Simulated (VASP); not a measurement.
# Rh (relaxed from the beta-Sn structure, space group I4_1/amd): computed properties

These are PBEsol GGA, VASP's PBE PAW potentials (set 64) (plane waves; VASP 6.6.1) values and carry that method's errors.

```yaml
space_group: I4_1/amd (141)
cell: a = b = 4.7154 Å, c = 2.6799 Å, α = β = γ = 90.00°
volume_per_atom: 14.90 Å^3/atom
band gap (over mesh and band path): none (metal, semimetal or under 0.01 eV)
density: 11.47 g/cm³
```

Space group I4₁/amd, origin choice 1 (No. 141); a = 4.7154 Å, b = 4.7154 Å, c = 2.6799 Å, α = 90.00°, β = 90.00°, γ = 90.00°

```json
[
 {"atom": "Rh", "site": "4a", "symmetry": "-4m2", "x": "0.0000", "y": "0.0000", "z": "0.0000"}
]
```
(The calculation used a cell of 2 atoms; values per cell refer to that cell.)

The structure was generated: Rh was put into the beta-Sn type (I4_1/amd), which need not be its known phase. It was relaxed first. Symmetry was kept, so distortions that lower it aren't found.
